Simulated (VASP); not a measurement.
Computed with LDA (Ceperley-Alder, Perdew-Zunger), VASP's LDA PAW potentials (set 64) (plane waves; VASP).

Input for VASP

**POSCAR**
```
I
9.790
  0.2446373851  -0.3712972421   0.0000000000
  0.2446373851   0.3712972421   0.0000000000
  0.0000000000   0.0000000000   1.0000000000
I
4
Direct
  0.8474090000   0.8494650000   0.8830720000
  0.6461080000   0.6467830000   0.3811350000
  0.3418950000   0.3433000000   0.6180600000
  0.1645880000   0.1604530000   0.1177330000
```

KPOINTS:
```
Automatic mesh
0
Gamma
4 4 2
0 0 0
```

**INCAR**
```
LREAL  =  .FALSE.   ! projection in real space or not
ALGO  =  Normal   ! blocked Davidson
SYSTEM  =  I
ISMEAR  =  0   ! Gaussian
LMAXMIX  =  4   ! l cut-off of mixed one-centre charges
NELM  =  100   ! most electronic steps
ISIF  =  2   ! forces and stress, cell fixed
LCHARG  =  .FALSE.
SIGMA  =  0.02   ! width (eV)
LASPH  =  .TRUE.   ! aspherical one-centre terms
LWAVE  =  .FALSE.
EDIFF  =  1E-6   ! SCF stop (eV)
PREC  =  Accurate
ENCUT  =  300   ! plane-wave cut-off (eV)
```

POTCAR, in this order: I (LDA.64 set). Program: vasp_std.

Output of the run:

### OSZICAR
```
       N       E                     dE             d eps       ncg     rms          rms(c)
DAV:   1     0.124742067020E+03    0.12474E+03   -0.77448E+03   720   0.800E+02
DAV:   2     0.740205169748E+00   -0.12400E+03   -0.12248E+03  1024   0.155E+02
DAV:   3    -0.792897232346E+01   -0.86692E+01   -0.86493E+01   832   0.493E+01
DAV:   4    -0.813576178395E+01   -0.20679E+00   -0.20674E+00  1010   0.914E+00
DAV:   5    -0.813781865233E+01   -0.20569E-02   -0.20568E-02   850   0.807E-01    0.929E+00
DAV:   6    -0.792720720688E+01    0.21061E+00   -0.18262E-01   774   0.217E+00    0.623E+00
DAV:   7    -0.786196300837E+01    0.65244E-01   -0.42656E-01   756   0.328E+00    0.653E-01
DAV:   8    -0.785223649786E+01    0.97265E-02   -0.58093E-02   750   0.132E+00    0.335E-01
DAV:   9    -0.785230011494E+01   -0.63617E-04   -0.13316E-03   782   0.247E-01    0.142E-01
DAV:  10    -0.785229736911E+01    0.27458E-05   -0.14797E-04   782   0.740E-02    0.218E-02
DAV:  11    -0.785229594528E+01    0.14238E-05   -0.11654E-05   878   0.217E-02    0.104E-02
DAV:  12    -0.785229604577E+01   -0.10049E-06   -0.21955E-06   442   0.839E-03
   1 F= -.78522960E+01 E0= -.78522960E+01  d E =-.104090E-17
```

File OUTCAR:
```
------------------------ aborting loop because EDIFF is reached ----------------------------------------
  FORCE on cell =-STRESS in cart. coord.  units (eV):
  Direction    XX          YY          ZZ          XY          YZ          ZX
  --------------------------------------------------------------------------------------
  Total       -2.4692182     -0.7803945     -2.4947059      0.0046847     -0.0024600     -0.0721957
  in kB      -23.2085193     -7.3350346    -23.4480818      0.0440322     -0.0231218     -0.6785775
  external PRESSURE =     -17.9972119 kB  Pullay stress =       0.0000000 kB
  volume of cell :      170.46
      direct lattice vectors                 reciprocal lattice vectors
     2.395000000 -3.635000000  0.000000000     0.208768267 -0.137551582  0.000000000
     2.395000000  3.635000000  0.000000000     0.208768267  0.137551582  0.000000000
     0.000000000  0.000000000  9.790000000     0.000000000  0.000000000  0.102145046
 POSITION                                       TOTAL-FORCE (eV/Angst)
 -----------------------------------------------------------------------------------
      4.06401      0.00747      8.64527         0.025798     -0.009027     -0.253544
      3.09647      0.00245      3.73131         0.055516     -0.005567     -0.260521
      1.64104      0.00511      6.05081        -0.093368      0.001269      0.268113
      0.77847     -0.01503      1.15261         0.012054      0.013325      0.245952
 -----------------------------------------------------------------------------------
    total drift:                               -0.000303      0.000103     -0.000081
  FREE ENERGIE OF THE ION-ELECTRON SYSTEM (eV)
  ---------------------------------------------------
  free  energy   TOTEN  =        -7.8522960458 eV

  energy  without entropy=       -7.8522960458  energy(sigma->0) =       -7.85229605
```
(Selected blocks of OUTCAR.)

File OUTCAR:
```
 val. band max:        2.3685170276   @ k =   0.5000   0.0000   0.5000

 cond. band min:       3.3992856569   @ k =   0.5000   0.5000   0.0000


 Fermi energy:         2.4845421199

 k-point     1 :       0.0000    0.0000    0.0000
  band No.  band energies     occupation
      1     -11.1473      2.00000
      2     -10.6192      2.00000
      3      -9.3276      2.00000
      4      -8.3284      2.00000
      5      -2.1175      2.00000
      6      -0.7745      2.00000
      7       0.6013      2.00000
      8       0.6822      2.00000
      9       1.1211      2.00000
     10       1.1985      2.00000
     11       1.3481      2.00000
     12       1.7533      2.00000
     13       2.2380      2.00000
     14       2.3067      2.00000
     15       3.5253      0.00000
     16       4.3051      0.00000
     17       7.3483      0.00000
     18       7.4127      0.00000

 k-point     2 :       0.2500    0.0000    0.0000
  band No.  band energies     occupation
      1     -10.9569      2.00000
      2     -10.5583      2.00000
      3      -9.1824      2.00000
      4      -8.4871      2.00000
      5      -2.1208      2.00000
      6      -1.3229      2.00000
      7      -0.1580      2.00000
      8      -0.0598      2.00000
      9       0.8067      2.00000
     10       0.9542      2.00000
     11       1.6431      2.00000
     12       1.7896      2.00000
     13       1.9945      2.00000
     14       2.0910      2.00000
     15       3.7158      0.00000
     16       4.1569      0.00000
     17       8.1001      0.00000
     18       8.1220      0.00000

 k-point     3 :       0.0000    0.2500    0.0000
  band No.  band energies     occupation
      1     -10.9575      2.00000
      2     -10.5593      2.00000
      3      -9.1815      2.00000
      4      -8.4858      2.00000
      5      -2.1192      2.00000
      6      -1.3209      2.00000
      7      -0.1586      2.00000
      8      -0.0552      2.00000
      9       0.8032      2.00000
...
```

Unless said otherwise, spin-orbit coupling is left out, though it shifts the bands of the heavy elements here.

The structure is a typed I crystal. The cell was not relaxed at this level, atoms are displaced from their ideal sites.
